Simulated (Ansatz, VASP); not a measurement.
# H5C4SN2Cl (H5C4SN2Cl (Cmcm)) in two plane-wave programs, part 2 of 2

One calculation is typed for both programs; each brings its own data sets. How far apart do they land? Of the first pair: The structure shown is the start of the Ansatz relaxation below; VASP solves that cell, so the two are compared at the walk's first step.

VASP 6.6.1 and Ansatz 0.2.0.

So far: The structure; Ansatz: relaxation, PBEsol.

### 3. VASP: single point, PBEsol, start cell, pair 1

Level of this step: PBEsol; plane waves and PAW (H, C, S, N, Cl) (VASP).

The same cell, functional and mesh now go to VASP, with its own data sets.

Lines of VASP's logs that name or quote its potential files are left out, and so is its time.

The input, INCAR:

```
SYSTEM = H5C4SN2Cl
PREC = Accurate
ENCUT = 520
EDIFF = 1E-06
NELM = 120
ISMEAR = 0
SIGMA = 0.01
LREAL = Auto
ALGO = Normal
GGA = PS
NBANDS = 248
LORBIT = 11
LWAVE = .FALSE.
LCHARG = .FALSE.
ISIF = 2
LASPH = .TRUE.
GGA_COMPAT = .FALSE.
EFERMI = MIDGAP
NCORE = 2
```

The input, POSCAR:

```
H5C4SN2Cl
1.0
    8.0166000000      0.0000000000      0.0000000000
    0.0000000000     12.9113000000      0.0000000000
    0.0000000000      0.0000000000     13.0846000000
H C S N Cl
40 32 8 16 8
Direct
    0.7270039668      0.2530012470      0.3750000000
    0.2729960332      0.7469987530      0.1250000000
    0.2729960332      0.2530012470      0.3750000000
    0.7270039668      0.7469987530      0.1250000000
    0.2270039668      0.7530012470      0.3750000000
    0.7729960332      0.2469987530      0.1250000000
    0.7729960332      0.7530012470      0.3750000000
    0.2270039668      0.2469987530      0.1250000000
    0.5000000000      0.0000000000      0.3750000000
    0.5000000000      0.0000000000      0.1250000000
    0.0000000000      0.5000000000      0.3750000000
    0.0000000000      0.5000000000      0.1250000000
    0.7830002744      0.0930018666      0.3750000000
    0.2169997256      0.9069981334      0.1250000000
    0.2169997256      0.0930018666      0.3750000000
    0.7830002744      0.9069981334      0.1250000000
    0.2830002744      0.5930018666      0.3750000000
    0.7169997256      0.4069981334      0.1250000000
    0.7169997256      0.5930018666      0.3750000000
    0.2830002744      0.4069981334      0.1250000000
    0.7270039668      0.2530012470      0.8750000000
    0.2729960332      0.7469987530      0.6250000000
    0.2729960332      0.2530012470      0.8750000000
    0.7270039668      0.7469987530      0.6250000000
    0.2270039668      0.7530012470      0.8750000000
    0.7729960332      0.2469987530      0.6250000000
    0.7729960332      0.7530012470      0.8750000000
    0.2270039668      0.2469987530      0.6250000000
    0.5000000000      0.0000000000      0.8750000000
    0.5000000000      0.0000000000      0.6250000000
[... 68 atom lines left out ...]
    0.0000000000      0.7057403205      0.1250000000
    0.0000000000      0.2942596795      0.3750000000
    0.5000000000      0.2057403205      0.6250000000
    0.5000000000      0.7942596795      0.8750000000
    0.0000000000      0.7057403205      0.6250000000
    0.0000000000      0.2942596795      0.8750000000
```

The input, KPOINTS:

```
Automatic mesh
0
Gamma
1 1 1
0 0 0
```

The projector-augmented-wave data sets are H, C, S, N and Cl (PBE family, release 64).

Started as:

```sh
mpirun -np 8 vasp_gam
```

Numbers of over 12 decimals in the logs are rounded to 6 here.

Output:

```text
[banner, memory and clock lines left out]
running    8 mpi-ranks, on    1 nodes
[...]
|                                                                             |
|               ----> ADVICE to this user running VASP <----                  |
|                                                                             |
|     You enforced a specific xc type in the INCAR file but a different       |
|     [... a line on the potential file left out ...]
|     I HOPE YOU KNOW WHAT YOU ARE DOING!                                     |
|                                                                             |

 LDA part: xc-table for (Slater+PW92), standard interpolation
 POSCAR, INCAR and KPOINTS ok, starting setup
[...]
entering main loop
       N       E                     dE             d eps       ncg     rms          rms(c)
DAV:   1     0.348400316044E+04    0.34840E+04   -0.17745E+05   496   0.131E+03
DAV:   2    -0.112207732487E+03   -0.35962E+04   -0.34043E+04   784   0.308E+02
DAV:   3    -0.630231590203E+03   -0.51802E+03   -0.51065E+03   600   0.124E+02
DAV:   4    -0.646598541958E+03   -0.16367E+02   -0.16310E+02   592   0.246E+01
[...]
DAV:  16    -0.589372194281E+03   -0.28135E-05   -0.20518E-06   432   0.299E-03    0.610E-03
DAV:  17    -0.589372197110E+03   -0.28288E-05   -0.25734E-06   456   0.299E-03    0.164E-03
DAV:  18    -0.589372197249E+03   -0.13926E-06   -0.21182E-07   400   0.931E-04
   1 F= -.58937220E+03 E0= -.58937220E+03  d E =0.000000E+00
```

Parts of OUTCAR (step 3):

```text
  FREE ENERGIE OF THE ION-ELECTRON SYSTEM (eV)
  ---------------------------------------------------
  free  energy   TOTEN  =      -589.3721972494 eV

  energy  without entropy=     -589.3721972494  energy(sigma->0) =     -589.37219725
```

The run ends at a pressure of 17.24 GPa, with forces up to 25 eV/Å.

### 4. Differences

Known differences besides the potentials themselves: fixed occupations in Ansatz, narrow Gaussian smearing in VASP; the cutoff is 420 eV in Ansatz and 520 eV in VASP (PREC = Accurate, projectors in real space); Ansatz makes its cores anew for this functional, VASP keeps those of its PBE data sets. Total energies have different zeros and are not compared.

Forces on 7 of the 104 atoms, those with the largest forces and the largest differences (eV/Å; atoms numbered as in POSCAR):

| atom | Ansatz x, y, z | VASP x, y, z |
| --- | --- | --- |
| H1 | 21.289, 11.667, 0.000 | 22.303, 12.218, 0.000 |
| H2 | -21.289, -11.667, 0.000 | -22.303, -12.218, 0.000 |
| H3 | -21.289, 11.667, 0.000 | -22.303, 12.218, 0.000 |
| H4 | 21.289, -11.667, 0.000 | 22.303, -12.218, 0.000 |
| H5 | 21.289, 11.667, 0.000 | 22.303, 12.218, 0.000 |
| H6 | -21.289, -11.667, 0.000 | -22.303, -12.218, 0.000 |
| H7 | -21.289, 11.667, 0.000 | -22.303, 12.218, 0.000 |

The forces differ by 355 meV/Å r.m.s., which is 4.1 % of the r.m.s. force of 8.745 eV/Å (both taken over all components).

### 5. Ansatz: relaxation, PBEsol

This run makes the geometry at which the two programs are then compared. The cell compared in this pair holds 1389.62 Å³, against 1354.32 Å³ for the pair before.

The structure compared here is the end of the Ansatz relaxation.

The input, input.yaml:

```yaml
crystal:
  lattice:
    - [8.0166, 0.0, 0.0]
    - [0.0, 12.9113, 0.0]
    - [0.0, 0.0, 13.0846]
  atoms:
    - { symbol: H, position: [0.727, 0.253, 0.375] }
    - { symbol: H, position: [0.273, 0.747, 0.125] }
    - { symbol: H, position: [0.273, 0.253, 0.375] }
    - { symbol: H, position: [0.727, 0.747, 0.125] }
    - { symbol: H, position: [0.227, 0.753, 0.375] }
    - { symbol: H, position: [0.773, 0.247, 0.125] }
    - { symbol: H, position: [0.773, 0.753, 0.375] }
    - { symbol: H, position: [0.227, 0.247, 0.125] }
    - { symbol: H, position: [0.5, 0.0, 0.375] }
    - { symbol: H, position: [0.5, 0.0, 0.125] }
    - { symbol: H, position: [0.0, 0.5, 0.375] }
    - { symbol: H, position: [0.0, 0.5, 0.125] }
    - { symbol: H, position: [0.783, 0.093, 0.375] }
    - { symbol: H, position: [0.217, 0.907, 0.125] }
    - { symbol: H, position: [0.217, 0.093, 0.375] }
    - { symbol: H, position: [0.783, 0.907, 0.125] }
    - { symbol: H, position: [0.283, 0.593, 0.375] }
    - { symbol: H, position: [0.717, 0.407, 0.125] }
    - { symbol: H, position: [0.717, 0.593, 0.375] }
    - { symbol: H, position: [0.283, 0.407, 0.125] }
    - { symbol: C, position: [0.5, 0.2829, 0.375] }
    - { symbol: C, position: [0.5, 0.7171, 0.125] }
    - { symbol: C, position: [0.0, 0.7829, 0.375] }
    - { symbol: C, position: [0.0, 0.2171, 0.125] }
    - { symbol: C, position: [0.5, 0.0666, 0.375] }
    - { symbol: C, position: [0.5, 0.9334, 0.125] }
    - { symbol: C, position: [0.0, 0.5666, 0.375] }
    - { symbol: C, position: [0.0, 0.4334, 0.125] }
    - { symbol: C, position: [0.6462, 0.122, 0.375] }
    - { symbol: C, position: [0.3538, 0.878, 0.125] }
    - { symbol: C, position: [0.3538, 0.122, 0.375] }
    - { symbol: C, position: [0.6462, 0.878, 0.125] }
    - { symbol: C, position: [0.1462, 0.622, 0.375] }
    - { symbol: C, position: [0.8538, 0.378, 0.125] }
    - { symbol: C, position: [0.8538, 0.622, 0.375] }
    - { symbol: C, position: [0.1462, 0.378, 0.125] }
    - { symbol: S, position: [0.5, 0.40962, 0.375] }
    - { symbol: S, position: [0.5, 0.59038, 0.125] }
    - { symbol: S, position: [0.0, 0.90962, 0.375] }
    - { symbol: S, position: [0.0, 0.09038, 0.125] }
    - { symbol: "N", position: [0.6416, 0.2246, 0.375] }
    - { symbol: "N", position: [0.3584, 0.7754, 0.125] }
    - { symbol: "N", position: [0.3584, 0.2246, 0.375] }
    - { symbol: "N", position: [0.6416, 0.7754, 0.125] }
    - { symbol: "N", position: [0.1416, 0.7246, 0.375] }
    - { symbol: "N", position: [0.8584, 0.2754, 0.125] }
    - { symbol: "N", position: [0.8584, 0.7246, 0.375] }
    - { symbol: "N", position: [0.1416, 0.2754, 0.125] }
    - { symbol: Cl, position: [0.5, 0.20574, 0.125] }
    - { symbol: Cl, position: [0.5, 0.79426, 0.375] }
    - { symbol: Cl, position: [0.0, 0.70574, 0.125] }
    - { symbol: Cl, position: [0.0, 0.29426, 0.375] }
    - { symbol: H, position: [0.727, 0.253, 0.875] }
    - { symbol: H, position: [0.273, 0.747, 0.625] }
    - { symbol: H, position: [0.273, 0.253, 0.875] }
    - { symbol: H, position: [0.727, 0.747, 0.625] }
    - { symbol: H, position: [0.227, 0.753, 0.875] }
    - { symbol: H, position: [0.773, 0.247, 0.625] }
    - { symbol: H, position: [0.773, 0.753, 0.875] }
    - { symbol: H, position: [0.227, 0.247, 0.625] }
    - { symbol: H, position: [0.5, 0.0, 0.875] }
    - { symbol: H, position: [0.5, 0.0, 0.625] }
    - { symbol: H, position: [0.0, 0.5, 0.875] }
    - { symbol: H, position: [0.0, 0.5, 0.625] }
    - { symbol: H, position: [0.783, 0.093, 0.875] }
    - { symbol: H, position: [0.217, 0.907, 0.625] }
    - { symbol: H, position: [0.217, 0.093, 0.875] }
    - { symbol: H, position: [0.783, 0.907, 0.625] }
    - { symbol: H, position: [0.283, 0.593, 0.875] }
    - { symbol: H, position: [0.717, 0.407, 0.625] }
    - { symbol: H, position: [0.717, 0.593, 0.875] }
    - { symbol: H, position: [0.283, 0.407, 0.625] }
    - { symbol: C, position: [0.5, 0.2829, 0.875] }
    - { symbol: C, position: [0.5, 0.7171, 0.625] }
    - { symbol: C, position: [0.0, 0.7829, 0.875] }
    - { symbol: C, position: [0.0, 0.2171, 0.625] }
    - { symbol: C, position: [0.5, 0.0666, 0.875] }
    - { symbol: C, position: [0.5, 0.9334, 0.625] }
    - { symbol: C, position: [0.0, 0.5666, 0.875] }
    - { symbol: C, position: [0.0, 0.4334, 0.625] }
    - { symbol: C, position: [0.6462, 0.122, 0.875] }
    - { symbol: C, position: [0.3538, 0.878, 0.625] }
    - { symbol: C, position: [0.3538, 0.122, 0.875] }
    - { symbol: C, position: [0.6462, 0.878, 0.625] }
    - { symbol: C, position: [0.1462, 0.622, 0.875] }
    - { symbol: C, position: [0.8538, 0.378, 0.625] }
    - { symbol: C, position: [0.8538, 0.622, 0.875] }
    - { symbol: C, position: [0.1462, 0.378, 0.625] }
    - { symbol: S, position: [0.5, 0.40962, 0.875] }
    - { symbol: S, position: [0.5, 0.59038, 0.625] }
    - { symbol: S, position: [0.0, 0.90962, 0.875] }
    - { symbol: S, position: [0.0, 0.09038, 0.625] }
    - { symbol: "N", position: [0.6416, 0.2246, 0.875] }
    - { symbol: "N", position: [0.3584, 0.7754, 0.625] }
    - { symbol: "N", position: [0.3584, 0.2246, 0.875] }
    - { symbol: "N", position: [0.6416, 0.7754, 0.625] }
    - { symbol: "N", position: [0.1416, 0.7246, 0.875] }
    - { symbol: "N", position: [0.8584, 0.2754, 0.625] }
    - { symbol: "N", position: [0.8584, 0.7246, 0.875] }
    - { symbol: "N", position: [0.1416, 0.2754, 0.625] }
    - { symbol: Cl, position: [0.5, 0.20574, 0.625] }
    - { symbol: Cl, position: [0.5, 0.79426, 0.875] }
    - { symbol: Cl, position: [0.0, 0.70574, 0.625] }
    - { symbol: Cl, position: [0.0, 0.29426, 0.875] }
kpoints:
  mp_grid: { grid: [1, 1, 1] }
hamiltonian:
  xc: pbesol
scf:
  occupations: { method: fixed }
output:
  forces: true
relax:
  f_tol: 0.05
  max_steps: 200
  cell: {}
```

Started as:

```sh
ansatz run input.yaml --threads 4 --pin off --max-ram 8192MiB --backend cpu --events-out ev --progress --plain --runs-dir out
```

Output:

```text
[...]
Crystal: 104 atoms, lattice volume = 1354.318 Å³
Basis set: ecut = 420 eV, 26555 PW (Γ), exchange–correlation on 108×180×180 points (8 copies of the dense FFT grid, shifted against one another)
Bands: 280, of which v1, the nominal top of the filled ones, is band 176 counted from 1 (175 counted from 0)
Symmetry: 32 space group operations
[...]
k-points: 1
[...]
- { symbol: S, position: [4.184781231658772e-19, 0.898200, 0.875000] }
    - { symbol: S, position: [4.1847812316585585e-19, 0.101800, 0.625000] }
[...]
- { symbol: N, position: [0.146255, 0.717479, 0.875000] }
    - { symbol: N, position: [0.853745, 0.282521, 0.625000] }
    - { symbol: N, position: [0.853745, 0.717479, 0.875000] }
    - { symbol: N, position: [0.146255, 0.282521, 0.625000] }
    - { symbol: Cl, position: [0.500000, 0.195008, 0.625000] }
    - { symbol: Cl, position: [0.500000, 0.804992, 0.875000] }
    - { symbol: Cl, position: [4.184781231658613e-19, 0.695008, 0.625000] }
    - { symbol: Cl, position: [4.1847812316585946e-19, 0.304992, 0.875000] }
```

### 6. VASP: single point, PBEsol, relaxed cell, pair 2

The same cell, functional and mesh now go to VASP, with its own data sets.

Changes to INCAR since step 3:

```diff
@@ -2,3 +2,3 @@
 PREC = Accurate
-ENCUT = 520
+ENCUT = 600
 EDIFF = 1E-06
```

The input, POSCAR:

```
H5C4SN2Cl
1.0
    7.8760880000      0.0000000000      0.0000000000
    0.0000000000     13.3341860000      0.0000000000
    0.0000000000      0.0000000000     13.2317980000
H C S N Cl
40 32 8 16 8
Direct
    0.7648600000      0.2556400000      0.3750000000
    0.2351400000      0.7443600000      0.1250000000
    0.2351400000      0.2556400000      0.3750000000
    0.7648600000      0.7443600000      0.1250000000
    0.2648600000      0.7556400000      0.3750000000
    0.7351400000      0.2443600000      0.1250000000
    0.7351400000      0.7556400000      0.3750000000
    0.2648600000      0.2443600000      0.1250000000
    0.5000000000      0.9804500000      0.3750000000
    0.5000000000      0.0195500000      0.1250000000
    0.0000000000      0.4804500000      0.3750000000
    0.0000000000      0.5195500000      0.1250000000
    0.7748800000      0.0828500000      0.3750000000
    0.2251200000      0.9171500000      0.1250000000
    0.2251200000      0.0828500000      0.3750000000
    0.7748800000      0.9171500000      0.1250000000
    0.2748800000      0.5828500000      0.3750000000
    0.7251200000      0.4171500000      0.1250000000
    0.7251200000      0.5828500000      0.3750000000
    0.2748800000      0.4171500000      0.1250000000
    0.7648600000      0.2556400000      0.8750000000
    0.2351400000      0.7443600000      0.6250000000
    0.2351400000      0.2556400000      0.8750000000
    0.7648600000      0.7443600000      0.6250000000
    0.2648600000      0.7556400000      0.8750000000
    0.7351400000      0.2443600000      0.6250000000
    0.7351400000      0.7556400000      0.8750000000
    0.2648600000      0.2443600000      0.6250000000
    0.5000000000      0.9804500000      0.8750000000
    0.5000000000      0.0195500000      0.6250000000
[... 68 atom lines left out ...]
    0.0000000000      0.6950100000      0.1250000000
    0.0000000000      0.3049900000      0.3750000000
    0.5000000000      0.1950100000      0.6250000000
    0.5000000000      0.8049900000      0.8750000000
    0.0000000000      0.6950100000      0.6250000000
    0.0000000000      0.3049900000      0.8750000000
```

KPOINTS is that of step 3.

Started as:

```sh
mpirun -np 8 vasp_gam
```

Output:

```text
[banner, memory and clock lines left out]
running    8 mpi-ranks, on    1 nodes
[...]
[... a notice as in an earlier step ...]

 LDA part: xc-table for (Slater+PW92), standard interpolation
 POSCAR, INCAR and KPOINTS ok, starting setup
[...]
entering main loop
       N       E                     dE             d eps       ncg     rms          rms(c)
DAV:   1     0.348889643599E+04    0.34889E+04   -0.19021E+05   496   0.147E+03
DAV:   2    -0.153755133689E+03   -0.36427E+04   -0.34428E+04   776   0.312E+02
DAV:   3    -0.660916974630E+03   -0.50716E+03   -0.50045E+03   600   0.125E+02
DAV:   4    -0.677924958639E+03   -0.17008E+02   -0.16934E+02   616   0.250E+01
[...]
DAV:  15    -0.643128550809E+03   -0.57172E-05   -0.63357E-06   568   0.475E-03    0.604E-03
DAV:  16    -0.643128553928E+03   -0.31187E-05   -0.33692E-06   440   0.373E-03    0.177E-03
DAV:  17    -0.643128554285E+03   -0.35725E-06   -0.68092E-07   400   0.168E-03
   1 F= -.64312855E+03 E0= -.64312855E+03  d E =0.000000E+00
```

Parts of OUTCAR (step 6):

```text
  FREE ENERGIE OF THE ION-ELECTRON SYSTEM (eV)
  ---------------------------------------------------
  free  energy   TOTEN  =      -643.1285542848 eV

  energy  without entropy=     -643.1285542848  energy(sigma->0) =     -643.12855428
```

The run ends at a pressure of -0.01 GPa, with forces up to 0.25 eV/Å.

### 7. Differences

What differs besides the data sets and the points named for the pairs above, as far as they apply: the cutoff is 420 eV in Ansatz and 600 eV in VASP (PREC = Accurate, projectors in real space). Total energies have different zeros and are not compared.

Both answers:

| quantity | Ansatz | VASP | difference |
| --- | --- | --- | --- |
| pressure (GPa) | 0.02 | -0.01 | +0.03 |
| gap on the k mesh (eV) | 1.909 | 1.915 | -0.005 |

Forces on 7 of the 104 atoms, those with the largest forces and the largest differences (eV/Å; atoms numbered as in POSCAR):

| atom | Ansatz x, y, z | VASP x, y, z |
| --- | --- | --- |
| C41 | 0.000, 0.009, 0.000 | 0.000, 0.248, 0.000 |
| C42 | 0.000, -0.009, 0.000 | 0.000, -0.248, 0.000 |
| C43 | 0.000, 0.009, 0.000 | 0.000, 0.248, 0.000 |
| C57 | 0.000, 0.009, 0.000 | 0.000, 0.248, 0.000 |
| C58 | 0.000, -0.009, 0.000 | 0.000, -0.248, 0.000 |
| C59 | 0.000, 0.009, 0.000 | 0.000, 0.248, 0.000 |
| C60 | 0.000, -0.009, 0.000 | 0.000, -0.248, 0.000 |

The forces differ by 50 meV/Å r.m.s., where the r.m.s. force is 0.002 eV/Å in Ansatz and 0.051 eV/Å in VASP: the atoms lie near their places of rest in Ansatz, so a percentage would say little (all taken over all components). A gap on the mesh is an upper bound, since the band edges may lie between its points.

### 8. Outcome

```yaml
r_m_s_force_difference_single_point_pbesol_start_cell_pair_1: 4.1 % of the r.m.s. force
r_m_s_force_difference_single_point_pbesol_relaxed_cell_pair_2: 50 meV/Å
```

In words: The r.m.s. force difference is 50 meV/Å (single point, PBEsol, relaxed cell, pair 2), beyond the 12 meV/Å picked in this series as the mark of a large difference. What causes the difference of the single point, PBEsol, start cell, pair 1 pair stays open here. What causes the difference of the single point, PBEsol, relaxed cell, pair 2 pair stays open here. How closely two codes agree says nothing of how well the functional describes the real material.

[Lines on the potential files, build, host, timing and source positions are cut from VASP's logs without a mark.]

[Logs are printed without paths, hosts, clocks, repeated set-up lines and the standing remarks that a program may print on its own settings, such as how far it seeks lower states.]

[Hosts, paths, dates, database ids (printed as entryN), source tags and the programs' standing remarks are cut or masked in the printed files.]
